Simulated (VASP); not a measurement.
# LiSi16 (a cell with a defect) in VASP: further runs, part 2 of 2

VASP 6.6.1. The steps go on from the part before.

## Step 3: Relaxation of the atoms, PBE

INCAR

```
ALGO     = Fast           # electronic algorithm
EDIFF    = 1E-6           # SCF threshold, eV
EDIFFG   = -0.08          # ionic threshold
ENCUT    = 520            # plane-wave cutoff, eV
GGA      = PE             # functional
IBRION   = 2              # ionic algorithm
ISIF     = 2              # what is computed and relaxed
ISMEAR   = -1             # smearing method
LASPH    = True           # aspherical terms in the spheres
LCHARG   = False          # write CHGCAR
LREAL    = Auto         
LWAVE    = False          # write WAVECAR
NELECT   = 66.0         
NELM     = 100            # most SCF steps
NSW      = 45             # ionic steps
PREC     = Accurate       # precision mode
SIGMA    = 0.05           # smearing width, eV
```

KPOINTS

```
k-points
0
Gamma
  2 2 2
```

POSCAR

```
LiSi16
1.0
    0.0000000000      5.4300000000      5.4300000000
    5.4300000000      0.0000000000      5.4300000000
    5.4300000000      5.4300000000      0.0000000000
Si Li
16 1
Direct
    0.0000000000      0.0000000000      0.0000000000
    0.1250000000      0.1250000000      0.1250000000
    0.0000000000      0.0000000000      0.5000000000
    0.1250000000      0.1250000000      0.6250000000
    0.0000000000      0.5000000000      0.0000000000
    0.1250000000      0.6250000000      0.1250000000
    0.0000000000      0.5000000000      0.5000000000
    0.1250000000      0.6250000000      0.6250000000
    0.5000000000      0.0000000000      0.0000000000
    0.6250000000      0.1250000000      0.1250000000
    0.5000000000      0.0000000000      0.5000000000
    0.6250000000      0.1250000000      0.6250000000
    0.5000000000      0.5000000000      0.0000000000
    0.6250000000      0.6250000000      0.1250000000
    0.5000000000      0.5000000000      0.5000000000
    0.6250000000      0.6250000000      0.6250000000
    0.3828369000      0.3585674000      0.8744851000
```

Potentials or basis: VASP PAW PBE potentials, release 64 (Si, Li_sv).

Run with:

```
$ cat potpaw_PBE.64/Si/POTCAR potpaw_PBE.64/Li_sv/POTCAR > POTCAR
$ mpirun -np 1 vasp_std > vasp.out
```

Run time: 9 min. Hardware: 1 thread of Intel Xeon 6975P-C (Granite Rapids), shared host; peak memory 0.55 GiB.

It converged, with:

```yaml
Free_energy: -93.5122 eV
Energy_gained_by_relaxing: 8.2 meV/atom
Ionic_steps: 7
Largest_force_after_relaxing: 0.071 eV/Å
Band_gap_on_the_k_mesh: 0.64 eV, direct
```

Forces in eV/Å, atoms in the order of the input:
```
Si   0.030  0.005 -0.004
Si  -0.023  0.022  0.039
Si  -0.003 -0.031 -0.014
Si  -0.005  0.002 -0.002
Si   0.033 -0.042 -0.045
Si  -0.062  0.003 -0.005
Si   0.015 -0.006  0.007
Si  -0.012  0.058  0.002
Si   0.004 -0.013  0.011
Si  -0.024 -0.039 -0.023
Si  -0.002  0.014  0.031
Si   0.034  0.015 -0.014
Si   0.034  0.046  0.042
Si  -0.001  0.008 -0.007
Si  -0.043 -0.030  0.029
Si  -0.013 -0.003 -0.058
Li   0.037 -0.007  0.012
```

Step by step:
```
step  energy change (eV)  largest force (eV/Å)  pressure (GPa)
   1              0.0000                1.3508           -0.48
   2             -0.1276                0.2649           -0.57
   3             -0.1276                0.2591           -0.57
   4             -0.1345                0.2221           -0.57
   5             -0.1349                0.2074           -0.57
   6             -0.1387                0.1099           -0.57
   7             -0.1393                0.0710           -0.57
```

Final structure:
```
Si Li
1.0
     0.00000    5.43000    5.43000
     5.43000    0.00000    5.43000
     5.43000    5.43000    0.00000
Si Li
16 1
Direct
  0.00102 0.00060 0.99734
  0.12349 0.12190 0.12729
  0.00122 0.00067 0.50097
  0.12490 0.12520 0.62503
  0.99503 0.50131 0.00177
  0.12282 0.62714 0.12715
  0.00085 0.49756 0.50072
  0.12304 0.62719 0.62255
  0.50337 0.99004 0.00319
  0.62730 0.12189 0.12727
  0.49717 0.00065 0.50094
  0.62745 0.12198 0.62312
  0.50179 0.50124 0.00171
  0.62647 0.62191 0.12493
  0.50239 0.50175 0.49345
  0.62720 0.62717 0.62254
  0.37732 0.37036 0.87453
```

Levels at points of the mesh, in eV from the valence-band top:
```csv
k point,band 30,band 31,band 32,band 33,band 34,band 35,band 36,band 37
"(0.00, 0.00, 0.00)",-1.13,-0.01,0.00,0.00,0.64,0.64,0.65,0.72
"(0.50, 0.00, 0.00)",-0.81,-0.81,-0.74,-0.73,1.21,1.40,1.41,1.59
"(0.00, 0.50, 0.00)",-0.82,-0.81,-0.73,-0.73,1.19,1.41,1.42,1.59
"(0.00, 0.00, 0.50)",-0.82,-0.81,-0.74,-0.73,1.20,1.40,1.41,1.59
"(0.50, 0.50, 0.50)",-0.81,-0.81,-0.74,-0.73,1.21,1.40,1.41,1.59
"(0.50, 0.50, 0.00)",-1.37,-1.37,-1.31,-1.27,1.07,1.14,2.20,2.31
"(0.00, 0.50, 0.50)",-1.37,-1.37,-1.31,-1.27,1.07,1.14,2.20,2.30
"(0.50, 0.00, 0.50)",-1.37,-1.37,-1.31,-1.27,1.07,1.14,2.20,2.31
```

Caveat: the k mesh is coarse (spacing up to 0.50 Å⁻¹), so the values aren't converged; the cell carries a net charge on a neutralising background, which shifts energy and pressure; the cell is charged against a uniform background, so pressure and absolute levels hang on convention; the cutoff is under 1.25 times the usual one of these potentials, so pressure, stress and relaxed cells hold a basis-set (Pulay) error; the relaxation stopped at a loose force limit of 0.08 eV/Å, so its end isn't a converged minimum.

## Step 4: Single point, PBE

INCAR

```
PREC = Accurate ; ENCUT = 520
EDIFF = 1E-6 ; ISMEAR = -1
SIGMA = 0.002 ; LREAL = Auto
LASPH = T ; NELM = 100
ALGO = Fast ; ISIF = 2
LWAVE = F ; LCHARG = F
GGA = PE ; NBANDS = 48
NELECT = 66.0
```

KPOINTS

```
Automatic mesh
0
Gamma
  2 2 2
```

POSCAR

```
LiSi16
1.0
    0.0000000000      5.4300000000      5.4300000000
    5.4300000000      0.0000000000      5.4300000000
    5.4300000000      5.4300000000      0.0000000000
Si Li
16 1
Direct
    0.0523112339     -0.0603591160     -0.0034162063
    0.1703406998      0.1200276243      0.0603591160
    0.0413443831      0.0055064457      0.4465193370
    0.1315377532      0.0976703499      0.6087569061
    0.0067127072      0.4849631676      0.0400092081
    0.1737200737      0.5794106814      0.1489686924
   -0.0190055249      0.4777900552      0.5587476980
    0.1068600368      0.6580386740      0.6374125230
    0.5377624309     -0.0323296501     -0.0515009208
    0.6826519337      0.0430755064      0.1084162063
    0.5262246777      0.0053591160      0.4671086556
    0.6567679558      0.1402302026      0.5810957643
    0.5606445672      0.4075138122     -0.0334806630
    0.6361694291      0.5733517495      0.0749171271
    0.4810036832      0.5481307551      0.4589410681
    0.6242449355      0.6621639042      0.6089779006
    0.3599907919      0.3756077348      0.8223848987
```

Run with:

```
$ cat potpaw_PBE.64/Si/POTCAR potpaw_PBE.64/Li_sv/POTCAR > POTCAR
$ mpirun -np 1 vasp_std > vasp.out
```

Wall time 2.6 min (1 thread of Intel Xeon 6975P-C (Granite Rapids), shared host); peak memory 0.48 GiB.

Results (log left out):

```yaml
Free_energy: -90.2748 eV
Largest_force: 3.630 eV/Å
Band_gap_on_the_k_mesh: 0.14 eV, direct
```

Forces in eV/Å, atoms in the order of the input:
```
Si  -0.521 -1.321  0.751
Si   1.020  0.578 -1.027
Si  -0.258 -2.182 -0.431
Si   1.648  2.053  1.632
Si  -0.245 -1.867 -0.391
Si  -0.105  1.189 -1.148
Si  -1.212  0.083  1.461
Si  -1.056  0.664 -1.637
Si  -0.788  1.177 -0.223
Si  -0.547 -0.210 -0.468
Si   2.152 -1.407  0.566
Si   0.004 -0.796  0.673
Si   1.165 -1.149  0.098
Si   2.505  1.522  1.688
Si  -1.206  0.457  0.700
Si  -2.417  0.740 -2.605
Li  -0.139  0.471  0.361
```

Levels at points of the mesh, in eV from the valence-band top:
| k point | band 29 | band 30 | band 31 | band 32 | band 33 | band 34 | band 35 | band 36 | band 37 | band 38 |
| --- | --- | --- | --- | --- | --- | --- | --- | --- | --- | --- |
| (0.00, 0.00, 0.00) | -1.09 | -1.00 | -0.61 | -0.31 | 0.00 | 0.14 | 0.22 | 0.30 | 0.40 | 0.62 |
| (0.50, 0.00, 0.00) | -2.02 | -1.19 | -1.00 | -0.78 | -0.61 | 0.59 | 0.69 | 0.80 | 1.12 | 1.29 |
| (0.00, 0.50, 0.00) | -1.78 | -1.10 | -0.94 | -0.70 | -0.51 | 0.66 | 0.75 | 0.93 | 1.16 | 1.43 |
| (0.00, 0.00, 0.50) | -2.04 | -1.30 | -1.07 | -0.83 | -0.47 | 0.50 | 0.63 | 0.81 | 1.03 | 1.27 |
| (0.50, 0.50, 0.50) | -2.06 | -1.24 | -0.92 | -0.60 | -0.55 | 0.40 | 0.76 | 0.93 | 1.25 | 1.39 |
| (0.50, 0.50, 0.00) | -1.97 | -1.60 | -1.39 | -1.09 | -1.03 | 0.77 | 0.91 | 1.45 | 1.74 | 1.96 |
| (0.00, 0.50, 0.50) | -1.64 | -1.61 | -1.42 | -1.16 | -1.05 | 0.35 | 0.94 | 1.35 | 1.66 | 1.90 |
| (0.50, 0.00, 0.50) | -1.86 | -1.70 | -1.40 | -1.14 | -1.04 | 0.66 | 0.93 | 1.47 | 1.63 | 1.88 |

Caveat: the k mesh is coarse (spacing up to 0.50 Å⁻¹), so the values aren't converged; the cell carries a net charge on a neutralising background, which shifts energy and pressure; the cell is charged against a uniform background, so pressure and absolute levels hang on convention; the cutoff is under 1.25 times the usual one of these potentials, so pressure, stress and relaxed cells hold a basis-set (Pulay) error.

## Step 5: Single point, PBE

INCAR

```
PREC     = Accurate       # precision mode
ENCUT    = 520            # plane-wave cutoff, eV
EDIFF    = 1E-6           # SCF threshold, eV
ISMEAR   = -1             # smearing method
SIGMA    = 0.002          # smearing width, eV
LREAL    = Auto         
LASPH    = T              # aspherical terms in the spheres
NELM     = 100            # most SCF steps
ALGO     = Fast           # electronic algorithm
ISIF     = 2              # what is computed and relaxed
LWAVE    = F              # write WAVECAR
LCHARG   = T              # write CHGCAR
GGA      = PE             # functional
LELF     = T              # ELF
LVHAR    = T            
NBANDS   = 48             # bands
NELECT   = 66.0
```

KPOINTS

```
regular mesh
0
Gamma
  2 2 2
```

POSCAR

```
LiSi16
1.0
    0.0000000000      5.4300000000      5.4300000000
    5.4300000000      0.0000000000      5.4300000000
    5.4300000000      5.4300000000      0.0000000000
Si Li
16 1
Direct
    0.0679373849     -0.0888397790      0.0142725599
    0.1726335175      0.0932412523      0.0848250460
    0.0159023941      0.0463812155      0.4743738490
    0.1449815838      0.1407458564      0.6144106814
    0.0180018416      0.4878360958     -0.0098066298
    0.1519152855      0.5420257827      0.1674953959
    0.0133701657      0.4872191529      0.5041804788
    0.0905893186      0.6709760589      0.6031307551
    0.5689871087     -0.0470349908     -0.0831491713
    0.6879558011      0.0467034991      0.0951565378
    0.5070626151      0.0011694291      0.4442449355
    0.6360036832      0.1594290976      0.5482136280
    0.5584346225      0.4218968692      0.0321362799
    0.6395395948      0.6060405157      0.1255064457
    0.4701933702      0.5389410681      0.4799723757
    0.6157826888      0.6205709024      0.6038674033
    0.4005248619      0.3077440147      0.8750368324
```

Run with:

```
$ cat potpaw_PBE.64/Si/POTCAR potpaw_PBE.64/Li_sv/POTCAR > POTCAR
$ mpirun -np 1 vasp_std > vasp.out
```

Wall time 2.8 min (1 thread of Intel Xeon 6975P-C (Granite Rapids), shared host); peak memory 0.48 GiB.

The run converged. Its results:

| Property | Result |
| --- | --- |
| Free energy | -90.4608 eV |
| Largest force | 3.438 eV/Å |
| Band gap on the k mesh | 0.09 eV, direct |

Forces in eV/Å, atoms in the order of the input:
```
Si  -0.067 -1.742  0.392
Si   1.143  0.780  0.003
Si  -1.182 -1.443 -0.594
Si  -0.754  2.238 -1.976
Si  -0.370 -0.553 -0.663
Si  -2.353 -0.548  2.402
Si   3.006 -1.176 -1.184
Si   0.595  1.181  0.363
Si   1.161 -0.120 -0.056
Si  -0.545 -0.647  0.959
Si   0.684  1.522 -0.242
Si  -0.731  0.285 -0.046
Si  -0.739 -2.170 -0.550
Si  -1.201  0.276  0.471
Si  -0.504 -0.317 -1.314
Si   1.321  2.450  0.948
Li   0.537 -0.014  1.087
```

Levels at points of the mesh, in eV from the valence-band top:
```tsv
k point	band 29	band 30	band 31	band 32	band 33	band 34	band 35	band 36	band 37	band 38
(0.00, 0.00, 0.00)	-0.94	-0.67	-0.48	-0.22	0.00	0.09	0.38	0.48	0.54	0.79
(0.50, 0.00, 0.00)	-1.95	-1.30	-1.04	-0.66	-0.48	0.58	0.65	1.04	1.20	1.28
(0.00, 0.50, 0.00)	-1.77	-1.10	-0.78	-0.56	-0.39	0.76	0.96	1.04	1.39	1.49
(0.00, 0.00, 0.50)	-1.79	-1.22	-0.87	-0.62	-0.57	0.59	0.88	1.06	1.23	1.43
(0.50, 0.50, 0.50)	-1.72	-1.06	-0.91	-0.70	-0.42	0.62	0.85	1.20	1.37	1.45
(0.50, 0.50, 0.00)	-1.75	-1.53	-1.33	-1.04	-0.89	1.01	1.16	1.68	1.82	1.90
(0.00, 0.50, 0.50)	-1.62	-1.58	-1.20	-1.16	-0.77	0.59	0.94	1.38	1.93	1.99
(0.50, 0.00, 0.50)	-1.73	-1.57	-1.52	-1.13	-0.85	0.82	0.95	1.63	1.82	2.05
```

Caveat: the k mesh is coarse (spacing up to 0.50 Å⁻¹), so the values aren't converged; the cell carries a net charge on a neutralising background, which shifts energy and pressure; the cell is charged against a uniform background, so pressure and absolute levels hang on convention; the cutoff is under 1.25 times the usual one of these potentials, so pressure, stress and relaxed cells hold a basis-set (Pulay) error.

## Step 6: Single point, PBE

INCAR

```
PREC = Accurate
ENCUT = 520
EDIFF = 1E-7
ISMEAR = -1
SIGMA = 0.002
LREAL = Auto
LASPH = True
NELM = 100
ALGO = Fast
ISIF = 2
LWAVE = False
LCHARG = False
GGA = PE
NBANDS = 48
NELECT = 66.0
```

KPOINTS

```
Automatic mesh
0
Gamma
  2 2 2
```

POSCAR

```
LiSi16
1.0
    0.0000000000      5.4300000000      5.4300000000
    5.4300000000      0.0000000000      5.4300000000
    5.4300000000      5.4300000000      0.0000000000
Si Li
16 1
Direct
    0.0443646409     -0.0361694291     -0.0104419890
    0.1687937385      0.0797882136      0.1273204420
   -0.0255340700      0.0643001842      0.4833793738
    0.1704051565      0.1186003683      0.6178453039
    0.0375690608      0.4381583794     -0.0554696133
    0.1447145488      0.5970534070      0.0885819521
    0.0283977901      0.4815285451      0.4595395948
    0.1134622468      0.6320441989      0.5985267035
    0.5292541436     -0.0166022099     -0.0393093923
    0.6620165746      0.1096777164      0.0757918969
    0.5215469613     -0.0511786372      0.4681767956
    0.6334898711      0.1161970534      0.5678913444
    0.5271270718      0.5042541436      0.0335359116
    0.6725874770      0.6222744015      0.1289963168
    0.5174217311      0.4752117864      0.4811786372
    0.6086095764      0.5842449355      0.6793093923
    0.4209208103      0.3397605893      0.8505893186
```

Potentials or basis: VASP PAW PBE potentials, release 64 (Si, Li_sv).

Run with:

```
$ cat potpaw_PBE.64/Si/POTCAR potpaw_PBE.64/Li_sv/POTCAR > POTCAR
$ mpirun -np 1 vasp_std > vasp.out
```

Run time: 3.4 min. Hardware: 1 thread of Intel Xeon 6975P-C (Granite Rapids), shared host; peak memory 0.49 GiB.

The run converged. Its results:

```
Free energy            : -89.9214 eV
Largest force          : 3.128 eV/Å
Band gap on the k mesh : 0.03 eV, direct
```

Forces on the atoms (eV/Å):
```
Si   0.212 -0.703 -0.144
Si   0.162 -0.572 -1.052
Si  -1.591  2.475  0.274
Si  -0.008 -1.154 -1.047
Si   2.487  0.428 -0.049
Si  -0.352  0.505  0.065
Si   1.428 -0.217 -0.722
Si  -0.674 -0.940  1.971
Si  -1.185  0.700  0.139
Si   1.289  1.344  0.494
Si  -0.459  0.125  0.891
Si   0.189  0.107 -1.454
Si  -1.350 -0.897 -2.430
Si  -0.846  0.282  0.811
Si   1.921 -0.676  0.022
Si  -2.027 -0.639  2.295
Li   0.804 -0.168 -0.063
```

Levels at points of the mesh, in eV from the valence-band top:
| k point | band 30 | band 31 | band 32 | band 33 | band 34 | band 35 | band 36 | band 37 |
| --- | --- | --- | --- | --- | --- | --- | --- | --- |
| (0.00, 0.00, 0.00) | -0.86 | -0.73 | -0.46 | 0.00 | 0.03 | 0.21 | 0.42 | 0.60 |
| (0.50, 0.00, 0.00) | -1.15 | -1.05 | -0.90 | -0.42 | 0.64 | 0.74 | 0.82 | 0.88 |
| (0.00, 0.50, 0.00) | -1.20 | -1.09 | -0.83 | -0.19 | 0.59 | 0.73 | 0.86 | 1.01 |
| (0.00, 0.00, 0.50) | -0.95 | -0.83 | -0.56 | -0.43 | 0.60 | 0.76 | 0.87 | 1.00 |
| (0.50, 0.50, 0.50) | -1.15 | -0.87 | -0.75 | -0.36 | 0.49 | 0.69 | 1.03 | 1.14 |
| (0.50, 0.50, 0.00) | -1.51 | -1.29 | -1.25 | -1.01 | 0.54 | 0.72 | 1.44 | 1.91 |
| (0.00, 0.50, 0.50) | -1.66 | -1.37 | -1.13 | -0.88 | 0.56 | 0.73 | 1.48 | 1.65 |
| (0.50, 0.00, 0.50) | -1.43 | -1.40 | -1.06 | -0.85 | 0.50 | 0.75 | 1.38 | 1.70 |

Caveat: the k mesh is coarse (spacing up to 0.50 Å⁻¹), so the values aren't converged; the cell carries a net charge on a neutralising background, which shifts energy and pressure; the cell is charged against a uniform background, so pressure and absolute levels hang on convention; the cutoff is under 1.25 times the usual one of these potentials, so pressure, stress and relaxed cells hold a basis-set (Pulay) error. A hybrid or GW would open this gap; PBE tends to underestimate it.

## Step 7: Molecular dynamics, PBE

INCAR

```
  PREC = Accurate
  ENCUT = 520
  EDIFF = 1E-5
  ISMEAR = -1
  SIGMA = 0.002
  LREAL = Auto
  LASPH = True
  NELM = 100
  ALGO = Fast
  ISIF = 2
  LWAVE = False
  LCHARG = False
  GGA = PE
  NBANDS = 48
  NELECT = 66.0
  IBRION = 0
  NSW = 40
  POTIM = 1.0
  TEBEG = 1680.0
  TEEND = 1680.0
  ISYM = 0
  NELMIN = 4
  RANDOM_SEED = 802561 0 0
  MDALGO = 2
  SMASS = 0
```

KPOINTS

```
regular mesh
0
Gamma
  2 2 2
```

POSCAR

```
LiSi16
1.0
    0.0000000000      5.4300000000      5.4300000000
    5.4300000000      0.0000000000      5.4300000000
    5.4300000000      5.4300000000      0.0000000000
Si Li
16 1
Direct
    0.0215282000     -0.0283539500     -0.0317423300
    0.1382722300      0.1065193100      0.1001112200
    0.0154594300     -0.0093008000      0.4852697000
    0.1438321600      0.1002653800      0.6018135500
    0.0192717800      0.4798258600      0.0105846800
    0.1544680000      0.6084158800      0.1040497500
    0.0156650600      0.4761158700      0.5040197700
    0.1534466400      0.5888151600      0.6398288100
    0.5193626000     -0.0073775700     -0.0310534800
    0.6430892900      0.0986357000      0.1139113400
    0.5377457200     -0.0183342400      0.4991395700
    0.6590111600      0.1332250300      0.5753184800
    0.5052711200      0.4936988200     -0.0147225800
    0.6469685100      0.6155633400      0.0808017100
    0.5184481600      0.4862259100      0.4671501500
    0.6652490300      0.5962980800      0.6007223600
    0.4094535600      0.3363129300      0.8492211900
```

Run with:

```
$ cat potpaw_PBE.64/Si/POTCAR potpaw_PBE.64/Li_sv/POTCAR > POTCAR
$ mpirun -np 1 vasp_std > vasp.out
```

Wall time 30 min (1 thread of Intel Xeon 6975P-C (Granite Rapids), shared host); peak memory 0.72 GiB.

The path:
| step | potential energy change (eV) | largest force (eV/Å) | pressure (GPa) | volume (Å³) | temperature (K) |
| --- | --- | --- | --- | --- | --- |
| 1 | 0.0000 | 3.0117 | 0.32 | 320.21 | 1681 |
| 2 | 0.0002 | 2.7867 | 0.31 | 320.21 | 1680 |
| 3 | 0.0147 | 2.7463 | 0.31 | 320.21 | 1673 |
| 4 | 0.0432 | 2.9543 | 0.33 | 320.21 | 1659 |
| 5 | 0.0849 | 3.1520 | 0.35 | 320.21 | 1640 |
| 6 | 0.1381 | 3.3340 | 0.38 | 320.21 | 1616 |
| 7 | 0.2006 | 3.4909 | 0.41 | 320.21 | 1588 |
| 8 | 0.2700 | 3.6181 | 0.43 | 320.21 | 1560 |
| 9 | 0.3439 | 3.7081 | 0.47 | 320.21 | 1532 |
| 10 | 0.4200 | 3.7565 | 0.50 | 320.21 | 1506 |
| 11 | 0.4963 | 3.7577 | 0.53 | 320.21 | 1483 |
| 12 | 0.5711 | 3.7112 | 0.56 | 320.21 | 1465 |
| 13 | 0.6433 | 3.6134 | 0.58 | 320.21 | 1453 |
| 14 | 0.7120 | 3.4683 | 0.60 | 320.21 | 1448 |
| 15 | 0.7769 | 3.4620 | 0.62 | 320.21 | 1448 |
| 16 | 0.8380 | 3.4451 | 0.63 | 320.21 | 1456 |
| 17 | 0.8959 | 3.4157 | 0.63 | 320.21 | 1470 |
| 18 | 0.9512 | 3.3777 | 0.63 | 320.21 | 1491 |
| 19 | 1.0047 | 3.3314 | 0.62 | 320.21 | 1517 |
| 20 | 1.0570 | 3.2805 | 0.60 | 320.21 | 1549 |
| 21 | 1.1087 | 3.2245 | 0.57 | 320.21 | 1585 |
| 22 | 1.1601 | 3.1621 | 0.53 | 320.21 | 1625 |
| 23 | 1.2108 | 3.0922 | 0.49 | 320.21 | 1668 |
| 24 | 1.2600 | 3.0152 | 0.44 | 320.21 | 1714 |
| 25 | 1.3068 | 2.9286 | 0.38 | 320.21 | 1763 |
| 26 | 1.3500 | 2.8613 | 0.32 | 320.21 | 1812 |
| 27 | 1.3882 | 2.8896 | 0.24 | 320.21 | 1863 |
| 28 | 1.4197 | 2.8949 | 0.15 | 320.21 | 1913 |
| 29 | 1.4417 | 2.9994 | 0.10 | 320.21 | 1963 |
| 30 | 1.4544 | 3.3001 | 0.02 | 320.21 | 2011 |
| 31 | 1.4614 | 3.5674 | -0.09 | 320.21 | 2053 |
| 32 | 1.4645 | 3.7860 | -0.20 | 320.21 | 2086 |
| 33 | 1.4653 | 3.9555 | -0.32 | 320.21 | 2108 |
| 34 | 1.4656 | 4.0757 | -0.46 | 320.21 | 2117 |
| 35 | 1.4666 | 4.1346 | -0.63 | 320.21 | 2112 |
| 36 | 1.4701 | 4.1349 | -0.78 | 320.21 | 2092 |
| 37 | 1.4796 | 4.0848 | -0.89 | 320.21 | 2058 |
| 38 | 1.4971 | 3.9923 | -1.01 | 320.21 | 2008 |
| 39 | 1.5227 | 3.8598 | -1.12 | 320.21 | 1947 |
| 40 | 1.5561 | 3.6972 | -1.22 | 320.21 | 1876 |

Caveat: the k mesh is coarse (spacing up to 0.50 Å⁻¹), so the values aren't converged; the cell carries a net charge on a neutralising background, which shifts energy and pressure; the cell is charged against a uniform background, so pressure and absolute levels hang on convention; the cutoff is under 1.25 times the usual one of these potentials, so pressure, stress and relaxed cells hold a basis-set (Pulay) error.
